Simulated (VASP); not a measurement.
TaRu: density of states with LDA

Slab: TaRu, a slab with vacuum.

```xyz
8
Lattice="3.1870 0.0000 0.0000 0.0000 3.1870 0.0000 0.0000 0.0000 26.1545" Properties=species:S:1:pos:R:3 pbc="T T T"
Ta    1.5935    1.5935    7.5000
Ta    1.5935    1.5935   10.6870
Ta    1.5935    1.5935   13.8740
Ta    1.5935    1.5935   17.0610
Ru    0.0000    0.0000    9.0935
Ru    0.0000    0.0000   12.2805
Ru    0.0000    0.0000   15.4675
Ru    0.0000    0.0000   18.6545
```

```
Program                 : VASP 6.6.1
Task                    : density of states
Functional              : LDA
Potentials or basis     : VASP PAW LDA potentials, release 64 (Ta_pv, Ru_pv)
Cutoff                  : 520 eV
k mesh                  : 6 × 6 × 1
Occupations             : fermi-dirac, width 0.05 eV
Spin                    : no spin polarisation
Dipole correction       : yes
k mesh for the DOS      : 9 × 9 × 1
Occupations for the DOS : tetrahedron
Further INCAR settings  : ALGO = Normal; EDIFF = 1e-06
```

| Item | Value |
| --- | --- |
| Valence electrons inside the program's atomic spheres | Ta 8.75, 8.78, 8.80, 8.77; Ru 12.62, 12.64, 12.72, 12.50 |

Levels at points of the mesh, in eV from the Fermi level:
```
           k point  band 48  band 49  band 50  band 51  band 52  band 53
(0.00, 0.00, 0.00)    -1.08    -0.83    -0.41    -0.32    -0.10     0.15
```

States per cell in windows of 0.5 eV (zero at the Fermi level; states under -8 eV left out):
| from (eV) | total | Ru7_d | Ru6_d | Ru5_d | Ru8_d | Ta1_d | Ta2_d |
| --- | --- | --- | --- | --- | --- | --- | --- |
| -8.0 | 0.16 | 0.00 | 0.00 | 0.00 | 0.00 | 0.00 | 0.00 |
| -7.5 | 0.34 | 0.00 | 0.00 | 0.00 | 0.00 | 0.00 | 0.00 |
| -7.0 | 0.41 | 0.00 | 0.01 | 0.00 | 0.00 | 0.00 | 0.00 |
| -6.5 | 0.73 | 0.02 | 0.04 | 0.02 | 0.00 | 0.00 | 0.01 |
| -6.0 | 1.92 | 0.17 | 0.21 | 0.08 | 0.02 | 0.01 | 0.07 |
| -5.5 | 3.20 | 0.33 | 0.40 | 0.23 | 0.04 | 0.03 | 0.19 |
| -5.0 | 4.27 | 0.65 | 0.48 | 0.44 | 0.07 | 0.07 | 0.26 |
| -4.5 | 3.91 | 0.44 | 0.46 | 0.76 | 0.06 | 0.15 | 0.22 |
| -4.0 | 5.88 | 0.99 | 1.07 | 0.88 | 0.18 | 0.13 | 0.34 |
| -3.5 | 5.75 | 0.89 | 0.68 | 1.01 | 0.45 | 0.21 | 0.24 |
| -3.0 | 6.90 | 0.86 | 1.05 | 0.93 | 0.84 | 0.26 | 0.27 |
| -2.5 | 5.75 | 0.73 | 0.75 | 0.76 | 0.77 | 0.21 | 0.22 |
| -2.0 | 3.01 | 0.25 | 0.33 | 0.35 | 0.57 | 0.15 | 0.10 |
| -1.5 | 4.12 | 0.31 | 0.16 | 0.13 | 1.86 | 0.14 | 0.10 |
| -1.0 | 2.36 | 0.14 | 0.10 | 0.08 | 0.83 | 0.30 | 0.06 |
| -0.5 | 4.10 | 0.40 | 0.35 | 0.39 | 0.52 | 0.69 | 0.19 |
| 0.0 | 6.78 | 0.66 | 0.80 | 0.73 | 0.63 | 0.61 | 0.64 |
| 0.5 | 6.14 | 0.59 | 0.49 | 0.51 | 0.44 | 0.57 | 0.66 |
| 1.0 | 5.36 | 0.41 | 0.44 | 0.44 | 0.29 | 0.56 | 0.59 |
| 1.5 | 1.10 | 0.05 | 0.04 | 0.07 | 0.06 | 0.20 | 0.09 |
| 2.0 | 0.39 | 0.01 | 0.01 | 0.01 | 0.06 | 0.04 | 0.04 |
| 2.5 | 0.00 | 0.00 | 0.00 | 0.00 | 0.00 | 0.00 | 0.00 |
| 3.0 | 0.00 | 0.00 | 0.00 | 0.00 | 0.00 | 0.00 | 0.00 |
| 3.5 | 0.00 | 0.00 | 0.00 | 0.00 | 0.00 | 0.00 | 0.00 |

It took 9 min on 1 thread of Intel(R) Xeon(R) Platinum 8259CL CPU @ 2.50GHz (Skylake/Cascade Lake), with other jobs on the host, peak memory 0.33 GiB.

 Spin-orbit coupling is left out, which matters for the levels of Ta.
